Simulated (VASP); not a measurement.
Method: r2SCAN meta-GGA, VASP's PBE PAW potentials (set 64) (plane waves; VASP).

The input files of a VASP run:

**POSCAR**
```
TlIO3
1.0
  3.1469663230   1.8169015121   2.6628131313
 -3.1469663230   1.8169015121   2.6628131313
  0.0000000000  -3.6338040251   2.6628131328
Tl I O
1 1 3
Direct
  0.0083690237   0.0083690237   0.0083690237
  0.5021140965   0.5021140965   0.5021140965
  0.9036999321   0.4617434738   0.4617434738
  0.4617434738   0.9036999321   0.4617434738
  0.4617434738   0.4617434738   0.9036999321
```

KPOINTS:
```
K-points
0
gamma
6 6 6
```

INCAR:
```
# general
SYSTEM  = TlIO3
PREC    = Accurate
ENCUT   = 520
LREAL   = .FALSE.
LASPH   = .TRUE.

# electronic loop
EDIFF   = 1E-7
NELM    = 100
ALGO    = Normal
LMAXMIX = 4
LMIXTAU = .TRUE.

# smearing
ISMEAR  = -5

# functional
METAGGA = R2SCAN

# ions
ISIF    = 2

# output
LWAVE   = .FALSE.
LCHARG  = .FALSE.
LORBIT  = 11
NEDOS   = 601

# other
LEFG    = .TRUE.
```

**KPOINTS_OPT**
```
k-points along high-symmetry lines
8
Line-mode
Reciprocal
  0.000000   0.000000   0.000000 ! GAMMA
  0.500000   0.500000   0.500000 ! T

  0.500000   0.500000   0.500000 ! T
  0.520468   0.479532   0.500000 ! H_2

  0.500000  -0.479532   0.479532 ! H_0
  0.500000   0.000000   0.000000 ! L

  0.500000   0.000000   0.000000 ! L
  0.000000   0.000000   0.000000 ! GAMMA

  0.000000   0.000000   0.000000 ! GAMMA
  0.489766  -0.489766   0.000000 ! S_0

  0.510234   0.000000   0.489766 ! S_2
  0.500000   0.000000   0.500000 ! F

  0.500000   0.000000   0.500000 ! F
  0.000000   0.000000   0.000000 ! GAMMA
```

POTCAR, in this order: Tl_d I O (PBE.64 set). Program: vasp_std.

Output of the run:

File OSZICAR:
```
       N       E                     dE             d eps       ncg     rms          rms(c)
DAV:   1     0.164304480789E+03    0.16430E+03   -0.20311E+04  1520   0.154E+03
DAV:   2    -0.100773977906E+03   -0.26508E+03   -0.26086E+03  1868   0.334E+02
DAV:   3    -0.116147752954E+03   -0.15374E+02   -0.15341E+02  1640   0.831E+01
DAV:   4    -0.116375829956E+03   -0.22808E+00   -0.22776E+00  1968   0.999E+00
DAV:   5    -0.116378835316E+03   -0.30054E-02   -0.30021E-02  1585   0.115E+00    0.307E+01
DAV:   6    -0.101555861696E+03    0.14823E+02   -0.23211E+01  1723   0.315E+01    0.170E+01
DAV:   7    -0.979116060176E+02    0.36443E+01   -0.32021E+00  1752   0.113E+01    0.965E+00
DAV:   8    -0.100184052648E+03   -0.22724E+01   -0.10890E+00  1521   0.877E+00    0.542E+00
DAV:   9    -0.972233442711E+02    0.29607E+01   -0.14878E+00  1528   0.906E+00    0.333E+00
DAV:  10    -0.986042025698E+02   -0.13809E+01   -0.90169E-01  1528   0.688E+00    0.111E+00
DAV:  11    -0.986142840548E+02   -0.10081E-01   -0.11324E-02  1892   0.748E-01    0.583E-01
DAV:  12    -0.986126752397E+02    0.16088E-02   -0.14680E-03  1612   0.289E-01    0.498E-01
DAV:  13    -0.986401708737E+02   -0.27496E-01   -0.54679E-03  1521   0.687E-01    0.189E-01
DAV:  14    -0.986499006426E+02   -0.97298E-02   -0.44152E-03  1528   0.669E-01    0.190E-01
DAV:  15    -0.986498721919E+02    0.28451E-04   -0.71667E-05  1920   0.610E-02    0.172E-01
DAV:  16    -0.986499309537E+02   -0.58762E-04   -0.91496E-06  1647   0.282E-02    0.140E-01
DAV:  17    -0.986504418699E+02   -0.51092E-03   -0.19332E-04  1627   0.115E-01    0.466E-02
DAV:  18    -0.986503850344E+02    0.56836E-04   -0.14319E-05  1843   0.323E-02    0.331E-02
DAV:  19    -0.986504502345E+02   -0.65200E-04   -0.47298E-06  1647   0.218E-02    0.387E-02
DAV:  20    -0.986505347090E+02   -0.84475E-04   -0.29470E-05  1535   0.508E-02    0.457E-02
DAV:  21    -0.986505448696E+02   -0.10161E-04   -0.47506E-06  1703   0.218E-02    0.416E-02
DAV:  22    -0.986505447829E+02    0.86640E-07   -0.17984E-06  1654   0.113E-02    0.324E-02
DAV:  23    -0.986505448733E+02   -0.90336E-07   -0.23258E-07  1412   0.462E-03
   1 F= -.98650545E+02 E0= -.98650545E+02  d E =0.000000E+00
       N       E                     dE             ncg
       N       E                     dE             ncg
```

OUTCAR:
```
------------------------ aborting loop because EDIFF is reached ----------------------------------------
  FORCE on cell =-STRESS in cart. coord.  units (eV):
  Direction    XX          YY          ZZ          XY          YZ          ZX
  --------------------------------------------------------------------------------------
  Total        0.0532223      0.0532223      0.0086697      0.0000000     -0.0000000      0.0000000
  in kB        0.9334455      0.9334454      0.1520540      0.0000000     -0.0000000      0.0000000
  external PRESSURE =       0.6729816 kB  Pullay stress =       0.0000000 kB
  volume of cell :       91.35
      direct lattice vectors                 reciprocal lattice vectors
     3.146966323  1.816901512  2.662813131     0.158883175  0.091731244  0.125180907
    -3.146966323  1.816901512  2.662813131    -0.158883175  0.091731244  0.125180907
     0.000000000 -3.633804025  2.662813133     0.000000000 -0.183462488  0.125180873
 POSITION                                       TOTAL-FORCE (eV/Angst)
 -----------------------------------------------------------------------------------
      0.00000     -0.00000      0.06686         0.000000     -0.000000      0.009208
      0.00000     -0.00000      4.01111         0.000000     -0.000000      0.002978
      1.39082      0.80299      4.86546        -0.003369     -0.001945     -0.004062
     -1.39082      0.80299      4.86546         0.003369     -0.001945     -0.004062
      0.00000     -1.60598      4.86546         0.000000      0.003890     -0.004062
 -----------------------------------------------------------------------------------
    total drift:                               -0.000000      0.000015     -0.001053
  FREE ENERGIE OF THE ION-ELECTRON SYSTEM (eV)
  ---------------------------------------------------
  free  energy   TOTEN  =       -98.6505448733 eV

  energy  without entropy=      -98.6505448733  energy(sigma->0) =      -98.65054487

 total charge

# of ion       s       p       d       tot
------------------------------------------
    1        1.333   0.085   9.662  11.079
    2        1.556   2.217   0.448   4.220
    3        1.597   3.430   0.000   5.027
    4        1.597   3.430   0.000   5.027
    5        1.597   3.430   0.000   5.027
--------------------------------------------------
tot          7.680  12.591  10.110  30.380

 Electric field gradients after diagonalization (V/A^2)
 (convention: |V_zz| > |V_xx| > |V_yy|)
----------------------------------------------------------------------
 ion       V_xx      V_yy      V_zz     asymmetry (V_yy - V_xx)/ V_zz
----------------------------------------------------------------------
   1       2.348     2.348    -4.695       0.000
   2     263.343   263.343  -526.686       0.000
   3     -71.909   -65.846   137.755       0.044
   4     -71.909   -65.846   137.755       0.044
   5     -71.909   -65.846   137.755       0.044
```
(Selected blocks of OUTCAR.)

The structure comes from a computed database's TlIO3 entry (R3m); how it stands against other phases isn't given here. It was relaxed first.
